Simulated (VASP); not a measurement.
# Cobalt: how cutoff and mesh change the relaxed cell

How far does the relaxed cell of Cobalt depend on cutoff and k mesh? The starting structure is a measured crystal structure from the Crystallography Open Database. The first relaxation on each setting starts from this cell expanded by 3 % in volume.

Method: Kohn-Sham DFT with plane waves and PAW; PBEsol, in VASP 6.6.1.

## 1. Starting point

Symmetry: P6_3/mmc, No. 194, hexagonal system. Conventional cell: a = 2.507 Å, b = 2.507 Å, c = 4.070 Å, α = 90.00°, β = 90.00°, γ = 120.00°. Co has 12 Co at 2.50 to 2.51 Å nearest.

## 2. Reference relaxation

This run starts from the cell of an earlier relaxation, which isn't shown; the restart sets up the plane waves anew.

Input file INCAR:

```
SYSTEM = Co
PREC = Accurate
ENCUT = 450
EDIFF = 1E-06
NELM = 100
ISMEAR = 1
SIGMA = 0.15
LREAL = .FALSE.
ALGO = Normal
GGA = PS
NBANDS = 19
ISPIN = 2
MAGMOM = 2 2
LASPH = .TRUE.
LMAXMIX = 4
LORBIT = 11
LWAVE = .FALSE.
LCHARG = .FALSE.
KPAR = 8
IBRION = 2
NSW = 50
ISIF = 3
EDIFFG = -0.006
```

Input file POSCAR:

```
Co
1.0
    2.4525814961      0.0000000000      0.0000000000
   -1.2262907481      2.1239978805      0.0000000000
    0.0000000000      0.0000000000      3.9622336411
Co
2
Direct
    0.6666666667      0.3333333333      0.7500000000
    0.3333333333      0.6666666667      0.2500000000
```

Input file KPOINTS:

```
Automatic mesh
0
Gamma
21 21 12
0 0 0
```

The projector-augmented-wave data sets are Co (PBE family, release 64).

Launch:

```console
$ mpirun -np 8 vasp_std
```

The program printed:

```text
[banner, memory and clock lines left out]
running    8 mpi-ranks, on    1 nodes
 distrk:  each k-point on    1 cores,    8 groups
 distr:  one band on    1 cores,    1 groups

 POSCAR found type information on POSCAR Co
 POSCAR found :  1 types and       2 ions
|                                                                             |
|           W    W    AA    RRRRR   N    N  II  N    N   GGGG   !!!           |
|           W    W   A  A   R    R  NN   N  II  NN   N  G    G  !!!           |
|           W    W  A    A  R    R  N N  N  II  N N  N  G       !!!           |
|           W WW W  AAAAAA  RRRRR   N  N N  II  N  N N  G  GGG   !            |
|           WW  WW  A    A  R   R   N   NN  II  N   NN  G    G                |
|           W    W  A    A  R    R  N    N  II  N    N   GGGG   !!!           |
|                                                                             |
|     For optimal performance we recommend to set                             |
|       NCORE = 2 up to number-of-cores-per-socket                            |
|     NCORE specifies how many cores store one orbital (NPAR=cpu/NCORE).      |
|     This setting can greatly improve the performance of VASP for DFT.       |
|     The default, NCORE=1 might be grossly inefficient on modern             |
|     multi-core architectures or massively parallel machines. Do your        |
|     Unfortunately you need to use the default for GW and RPA                |
|     calculations (for HF NCORE is supported but not extensively tested      |
|     yet).                                                                   |
|                                                                             |

|                                                                             |
|               ----> ADVICE to this user running VASP <----                  |
|                                                                             |
|     You enforced a specific xc type in the INCAR file but a different       |
|     [... a line on the potential file left out ...]
|     I HOPE YOU KNOW WHAT YOU ARE DOING!                                     |
|                                                                             |

 LDA part: xc-table for (Slater+PW92), standard interpolation
 POSCAR, INCAR and KPOINTS ok, starting setup
 FFT: planning ... GRIDC
 FFT: planning ... GRID_SOFT
 FFT: planning ... GRID
 WAVECAR not read
 entering main loop
       N       E                     dE             d eps       ncg     rms          rms(c)
DAV:   1     0.754770824641E+02    0.75477E+02   -0.75953E+03 26944   0.119E+03
DAV:   2    -0.142739030569E+02   -0.89751E+02   -0.80993E+02 25800   0.211E+02
DAV:   3    -0.178656037598E+02   -0.35917E+01   -0.34700E+01 28246   0.525E+01
DAV:   4    -0.179202976701E+02   -0.54694E-01   -0.54661E-01 31980   0.558E+00
DAV:   5    -0.179217398796E+02   -0.14422E-02   -0.14421E-02 29423   0.838E-01    0.167E+01
DAV:   6    -0.158969836926E+02    0.20248E+01   -0.86797E+00 28025   0.618E+01    0.655E+00
DAV:   7    -0.155187172274E+02    0.37827E+00   -0.12622E+00 29986   0.215E+01    0.395E+00
DAV:   8    -0.154913035256E+02    0.27414E-01   -0.15720E-02 37257   0.131E+00    0.178E+00
DAV:   9    -0.154744640064E+02    0.16840E-01   -0.26196E-03 41176   0.100E+00    0.462E-01
DAV:  10    -0.154735353699E+02    0.92864E-03   -0.63262E-04 33618   0.305E-01    0.761E-02
DAV:  11    -0.154734947161E+02    0.40654E-04   -0.27938E-05 33582   0.604E-02    0.300E-02
DAV:  12    -0.154734903015E+02    0.44146E-05   -0.36302E-06 27789   0.188E-02    0.177E-02
DAV:  13    -0.154734896573E+02    0.64428E-06   -0.20393E-06 22241   0.172E-02
   1 F= -.15473490E+02 E0= -.15473586E+02  d E =-.154735E+02  mag=     3.1083
 curvature:   0.00 expect dE= 0.000E+00 dE for cont linesearch  0.000E+00
 trial: gam= 0.00000 g(F)=  0.745E-49 g(S)=  0.286E-04 ort = 0.000E+00 (trialstep = 0.100E+01)
 search vector abs. value=  0.286E-04
 bond charge predicted
       N       E                     dE             d eps       ncg     rms          rms(c)
DAV:   1    -0.154739110763E+02   -0.42077E-03   -0.35596E-03 27996   0.106E+00    0.170E-01
DAV:   2    -0.154735648815E+02    0.34619E-03   -0.11746E-03 28329   0.728E-01    0.103E-01
DAV:   3    -0.154734889252E+02    0.75956E-04   -0.14112E-04 27892   0.240E-01    0.457E-02
DAV:   4    -0.154734830683E+02    0.58569E-05   -0.26797E-06 28560   0.169E-02    0.163E-02
DAV:   5    -0.154734781544E+02    0.49139E-05   -0.78758E-07 16987   0.125E-02    0.268E-03
DAV:   6    -0.154734780893E+02    0.65107E-07   -0.46042E-07 13603   0.649E-03
   2 F= -.15473478E+02 E0= -.15473581E+02  d E =0.115679E-04  mag=     3.1063
 trial-energy change:    0.000012  1 .order    0.000006   -0.000029    0.000040
 step:   0.3070(harm=  0.4181)  dis= 0.00000  next Energy=   -15.473494 (dE=-0.422E-05)
 bond charge predicted
       N       E                     dE             d eps       ncg     rms          rms(c)
DAV:   1    -0.154737054531E+02   -0.22730E-03   -0.17096E-03 27978   0.734E-01    0.118E-01
DAV:   2    -0.154735360310E+02    0.16942E-03   -0.57113E-04 28270   0.506E-01    0.718E-02
DAV:   3    -0.154734991001E+02    0.36931E-04   -0.69037E-05 27766   0.168E-01    0.319E-02
DAV:   4    -0.154734957079E+02    0.33922E-05   -0.12129E-06 22857   0.118E-02    0.115E-02
DAV:   5    -0.154734924496E+02    0.32582E-05   -0.36726E-07 14144   0.944E-03    0.180E-03
DAV:   6    -0.154734925613E+02   -0.11164E-06   -0.22799E-07 13188   0.478E-03
   3 F= -.15473493E+02 E0= -.15473591E+02  d E =-.290402E-05  mag=     3.1077
 curvature:  -0.20 expect dE=-0.289E-06 dE for cont linesearch -0.190E-06
 trial: gam= 0.00000 g(F)=  0.516E-49 g(S)=  0.143E-05 ort =-0.519E-05 (trialstep = 0.861E+00)
 search vector abs. value=  0.143E-05
 reached required accuracy - stopping structural energy minimisation
```

Run time: 32 s. Hardware: 8 MPI ranks of Intel Xeon 6975P-C (Granite Rapids), shared host; peak memory 2 GiB.

Lines that name or quote the potential files are left out of all logs, and their timing lines are given in words.

Parts of OUTCAR (step 2):

```text
ion  position               nearest neighbor table
   1  0.667  0.333  0.750-   2 2.44   2 2.44   2 2.44   2 2.44   2 2.44   2 2.44
   2  0.333  0.667  0.250-   1 2.44   1 2.44   1 2.44   1 2.44   1 2.44   1 2.44

  LATTYP: Found a hexagonal cell.
 ALAT       =     2.4525814961
 C/A-ratio  =     1.6155359760

 Subroutine GETGRP returns: Found 24 space group operations
 (whereof 12 operations were pure point group operations)

The static configuration has the point symmetry D_3d.
 The point group associated with its full space group is D_6h.

 Found    336 irreducible k-points:

   k-points           NKPTS =    336   k-points in BZ     NKDIM =    336   number of bands    NBANDS=     19

   dimension x,y,z NGX =    18 NGY =   18 NGZ =   28
   dimension x,y,z NGXF=    36 NGYF=   36 NGZF=   56

   ENCUT  =  450.0 eV  33.07 Ry    5.75 a.u.   4.24  4.24  6.85*2*pi/ulx,y,z

   NELECT =      18.0000    total number of electrons

 k-points in reciprocal lattice and weights: Automatic mesh
   0.00000000  0.00000000  0.00000000       0.000
   0.04761905 -0.00000000  0.00000000       0.001
   0.09523810  0.00000000  0.00000000       0.001
   0.14285714  0.00000000  0.00000000       0.001
   0.19047619  0.00000000  0.00000000       0.001
   0.23809524 -0.00000000  0.00000000       0.001
   0.28571429  0.00000000  0.00000000       0.001
   0.33333333  0.00000000  0.00000000       0.001
   0.38095238  0.00000000  0.00000000       0.001
[...]
0.33333333  0.28571429  0.50000000       0.002
   0.33333333  0.33333333  0.50000000       0.000

 average (electrostatic) potential at core
       1 -77.4792       2 -77.4792

 E-fermi :  10.7914

 spin component 1
 k-point     1 :       0.0000    0.0000    0.0000
  band No.  band energies     occupation
    ...
      8       8.8881      1.00000
      9       8.8881      1.00000
     10      10.0895      1.00000
     11      10.0895      1.00000
     12      10.6521      1.01604
     13      17.6190      0.00000
     14      33.1359      0.00000
     15      36.1899      0.00000
     16      36.1899      0.00000
     17      36.3984      0.00000
    ...

 k-point     2 :       0.0476   -0.0000    0.0000
  band No.  band energies     occupation
    ...
      7       8.5468      1.00000
      8       8.8449      1.00000
      9       8.8617      1.00000
     10       9.6067      1.00000
     11      10.1011      1.00000
     12      11.2317     -0.00013
     13      17.6309      0.00000
     14      32.6286      0.00000
     15      34.6257      0.00000
     16      35.0922      0.00000
    ...

 k-point     3 :       0.0952    0.0000    0.0000
  band No.  band energies     occupation
    ...
      7       8.6372      1.00000
      8       8.6520      1.00000
      9       8.7883      1.00000
     10       9.1139      1.00000
     11      10.1318      1.00000
     12      12.0944     -0.00000
     13      17.6689      0.00000
     14      30.9402      0.00000
     15      33.6074      0.00000
     16      33.6653      0.00000
    ...

 k-point     4 :       0.1429    0.0000    0.0000
  band No.  band energies     occupation
    ...
      7       8.5966      1.00000
      8       8.6810      1.00000
      9       8.8199      1.00000
     10       8.9007      1.00000
     11      10.1725      1.00000
     12      13.0415     -0.00000
     13      17.7398      0.00000
     14      28.7569      0.00000
     15      32.1774      0.00000
     16      33.1183      0.00000
    ...

 k-point     5 :       0.1905    0.0000    0.0000
  band No.  band energies     occupation
    ...
      7       8.7691      1.00000
      8       8.7705      1.00000
      9       8.8049      1.00000
     10       9.0392      1.00000
     11      10.2145      1.00000
     12      14.0561      0.00000
     13      17.8519      0.00000
     14      26.5335      0.00000
     15      30.8423      0.00000
     16      32.5893      0.00000
    ...

 k-point     6 :       0.2381   -0.0000    0.0000
  band No.  band energies     occupation
    ...
      7       8.6495      1.00000
      8       9.0631      1.00000
      9       9.0761      1.00000
     10       9.2947      1.00000
     11      10.2523      1.00000
     12      15.1310      0.00000
     13      18.0058      0.00000
     14      24.3932      0.00000
     15      29.6227      0.00000
     16      31.8538      0.00000
    ...

  Total        0.0054077      0.0054077      0.0009811     -0.0000000      0.0000000      0.0000000
  in kB        0.4199446      0.4199446      0.0761891     -0.0000000      0.0000000      0.0000000
  external PRESSURE =       0.3053595 kB  Pullay stress =       0.0000000 kB

  energy-cutoff  :      450.00
  volume of cell :       20.63
      direct lattice vectors                 reciprocal lattice vectors
     2.452258984  0.000000000  0.000000000     0.407787271  0.235436091  0.000000000
    -1.226129492  2.123718577  0.000000000    -0.000000000  0.470872182  0.000000000
    -0.000000000 -0.000000000  3.961541591     0.000000000  0.000000000  0.252426985

 POSITION                                       TOTAL-FORCE (eV/Angst)
 -----------------------------------------------------------------------------------
      1.22613      0.70791      2.97116        -0.000000     -0.000000      0.000000
     -0.00000      1.41581      0.99039         0.000000      0.000000      0.000000
 -----------------------------------------------------------------------------------
    total drift:                                0.000000     -0.000000     -0.000000

  FREE ENERGIE OF THE ION-ELECTRON SYSTEM (eV)
  ---------------------------------------------------
  free  energy   TOTEN  =       -15.4734925613 eV

  energy  without entropy=      -15.4737869881  energy(sigma->0) =      -15.47359070

 reached required accuracy - stopping structural energy minimisation

 total charge
# of ion       s       p       d       tot
------------------------------------------
    1        0.510   0.570   7.294   8.374
    2        0.510   0.570   7.294   8.374
--------------------------------------------------
tot          1.021   1.140  14.588  16.749

 magnetization (x)
# of ion       s       p       d       tot
------------------------------------------
    1       -0.016  -0.052   1.628   1.560
    2       -0.016  -0.052   1.628   1.560
--------------------------------------------------
tot         -0.031  -0.105   3.257   3.121

[... 6 further parts left out ...]
```

The PAW data sets were made with PBE, which is usual practice but a small mismatch for other functionals. The run keeps the 24 symmetry operations of its start, so it cannot find a distortion of lower symmetry.

The reference relaxation ends at 10.316 Å³ an atom. Pressures at 0.985 and 1.015 times this volume, from two more relaxations that aren't shown, give a bulk modulus of 246.9 GPa.

## 3. Relaxation with a cutoff of 270 eV

Against step 2 the input has ENCUT = 270. This run starts from the cell of an earlier relaxation, which isn't shown; the restart sets up the plane waves anew.

Changes to INCAR since step 2:

```diff
@@ -2,3 +2,3 @@
 PREC = Accurate
-ENCUT = 450
+ENCUT = 270
 EDIFF = 1E-06
```

Input file POSCAR:

```
Co
1.0
    2.4491857373      0.0000000000      0.0000000000
   -1.2245928686      2.1210570671      0.0000000000
    0.0000000000      0.0000000000      3.9576466368
Co
2
Direct
    0.6666666667      0.3333333333      0.7500000000
    0.3333333333      0.6666666667      0.2500000000
```

KPOINTS is that of step 2.

Launch:

```console
$ mpirun -np 8 vasp_std
```

The program printed:

```text
[banner, memory and clock lines left out]
running    8 mpi-ranks, on    1 nodes
[...]
[... a notice as in an earlier step ...]

 [... a notice as in an earlier step ...]

 LDA part: xc-table for (Slater+PW92), standard interpolation
 POSCAR, INCAR and KPOINTS ok, starting setup
[...]
entering main loop
       N       E                     dE             d eps       ncg     rms          rms(c)
DAV:   1     0.502768706508E+02    0.50277E+02   -0.53922E+03 27403   0.772E+02
DAV:   2    -0.158638668748E+02   -0.66141E+02   -0.59596E+02 26097   0.166E+02
DAV:   3    -0.178887356741E+02   -0.20249E+01   -0.19825E+01 28349   0.348E+01
DAV:   4    -0.179131701854E+02   -0.24435E-01   -0.24426E-01 29523   0.339E+00
[...]
DAV:  11    -0.154745957108E+02    0.10423E-04   -0.20871E-05 28070   0.390E-02    0.247E-02
DAV:  12    -0.154745901904E+02    0.55204E-05   -0.29388E-06 27202   0.148E-02    0.135E-02
DAV:  13    -0.154745903485E+02   -0.15804E-06   -0.16825E-06 20970   0.141E-02
   1 F= -.15474590E+02 E0= -.15474710E+02  d E =-.154746E+02  mag=     3.1024
[... from here on, the cycles between the ionic steps are left out ...]
   2 F= -.15468692E+02 E0= -.15468945E+02  d E =0.589817E-02  mag=     3.0672
   3 F= -.15476920E+02 E0= -.15477089E+02  d E =-.232994E-02  mag=     3.0893
   4 F= -.15476921E+02 E0= -.15477091E+02  d E =-.233033E-02  mag=     3.0891
[...]
reached required accuracy - stopping structural energy minimisation
```

It took 17 s on 8 MPI ranks; peak memory 1.4 GiB; 2.2 min of CPU time.

Parts of OUTCAR (step 3):

```text
  Total        0.0093017      0.0093017     -0.0082807      0.0000000      0.0000000      0.0000000
  in kB        0.7328709      0.7328709     -0.6524265      0.0000000      0.0000000      0.0000000
  external PRESSURE =       0.2711051 kB  Pullay stress =       0.0000000 kB

 POSITION                                       TOTAL-FORCE (eV/Angst)
 -----------------------------------------------------------------------------------
      1.22019      0.70448      2.95708        -0.000000      0.000000     -0.000000
     -0.00000      1.40895      0.98569         0.000000     -0.000000      0.000000
 -----------------------------------------------------------------------------------
    total drift:                               -0.000000     -0.000000     -0.000000

  FREE ENERGIE OF THE ION-ELECTRON SYSTEM (eV)
  ---------------------------------------------------
  free  energy   TOTEN  =       -15.4769206759 eV

  energy  without entropy=      -15.4774310806  energy(sigma->0) =      -15.47709081

 magnetization (x)
# of ion       s       p       d       tot
------------------------------------------
    1       -0.016  -0.053   1.619   1.551
    2       -0.016  -0.053   1.619   1.551
--------------------------------------------------
tot         -0.031  -0.105   3.239   3.102

[... 2 parts as in an earlier step ...]

[... 2 further parts left out ...]
[key lines of the parts left out:]
E-fermi :  11.0027
```

With a cutoff of 270 eV the cell ends at 10.168 Å³ an atom, -1.44 % from the reference, and since the restart alone still moved it by -1.1 % it may not have settled; the bulk modulus is 263.4 GPa against 246.9 GPa.

## 4. Relaxation with an 11×11×6 mesh

Against step 2 the input has an 11×11×6 mesh. This run starts from the cell of an earlier relaxation, which isn't shown; the restart sets up the plane waves anew.

Changes to INCAR since step 3:

```diff
@@ -2,3 +2,3 @@
 PREC = Accurate
-ENCUT = 270
+ENCUT = 450
 EDIFF = 1E-06
```

Input file POSCAR:

```
Co
1.0
    2.4524320615      0.0000000000      0.0000000000
   -1.2262160307      2.1238684663      0.0000000000
    0.0000000000      0.0000000000      3.9604679466
Co
2
Direct
    0.6666666667      0.3333333333      0.7500000000
    0.3333333333      0.6666666667      0.2500000000
```

Input file KPOINTS:

```
Automatic mesh
0
Gamma
11 11 6
0 0 0
```

Launch:

```console
$ mpirun -np 8 vasp_std
```

The program printed:

```text
[... set-up lines as in an earlier step ...]
 entering main loop
       N       E                     dE             d eps       ncg     rms          rms(c)
DAV:   1     0.763235277298E+02    0.76324E+02   -0.76473E+03  5128   0.119E+03
DAV:   2    -0.141570976090E+02   -0.90481E+02   -0.81460E+02  4944   0.211E+02
DAV:   3    -0.178658638743E+02   -0.37088E+01   -0.35708E+01  5374   0.534E+01
DAV:   4    -0.179213469906E+02   -0.55483E-01   -0.55446E-01  6218   0.565E+00
[...]
DAV:  10    -0.154843038068E+02    0.13450E-02   -0.72798E-04  6413   0.312E-01    0.960E-02
DAV:  11    -0.154843509618E+02   -0.47155E-04   -0.44819E-05  6326   0.641E-02    0.316E-02
DAV:  12    -0.154843501807E+02    0.78111E-06   -0.22091E-06  5677   0.154E-02
   1 F= -.15484350E+02 E0= -.15484519E+02  d E =-.154844E+02  mag=     3.0925
[...]
reached required accuracy - stopping structural energy minimisation
```

The job ended after 4.8 s (8 MPI ranks; peak memory 1.1 GiB; 32 s of CPU time).

OUTCAR, selected parts (step 4):

```text
  Total       -0.0057124     -0.0057124     -0.0053064     -0.0000000     -0.0000000      0.0000000
  in kB       -0.4436704     -0.4436704     -0.4121346     -0.0000000     -0.0000000      0.0000000
  external PRESSURE =      -0.4331585 kB  Pullay stress =       0.0000000 kB

 POSITION                                       TOTAL-FORCE (eV/Angst)
 -----------------------------------------------------------------------------------
      1.22622      0.70796      2.97035         0.000000     -0.000000      0.000000
     -0.00000      1.41591      0.99012        -0.000000      0.000000      0.000000
 -----------------------------------------------------------------------------------
    total drift:                               -0.000000     -0.000000     -0.000000

  FREE ENERGIE OF THE ION-ELECTRON SYSTEM (eV)
  ---------------------------------------------------
  free  energy   TOTEN  =       -15.4843501807 eV

  energy  without entropy=      -15.4848561170  energy(sigma->0) =      -15.48451883

 magnetization (x)
# of ion       s       p       d       tot
------------------------------------------
    1       -0.016  -0.054   1.624   1.553
    2       -0.016  -0.054   1.624   1.553
--------------------------------------------------
tot         -0.032  -0.109   3.248   3.107

[... 1 part as in an earlier step ...]

[... 3 further parts left out ...]
[key lines of the parts left out:]
E-fermi :  10.7829
```

With an 11×11×6 mesh the cell ends at 10.314 Å³ an atom, -0.01 % from the reference; the bulk modulus is 256.7 GPa against 246.9 GPa.

[end of part 1 of 2]

[Lines on the potential files, build, host, timing and source positions are cut from VASP's logs without a mark.]

[Logs are printed without paths, hosts, clocks, repeated set-up lines and the standing remarks that a program may print on its own settings, such as how far it seeks lower states.]

[Hosts, paths, dates, database ids (printed as entryN), source tags and the programs' standing remarks are cut or masked in the printed files.]
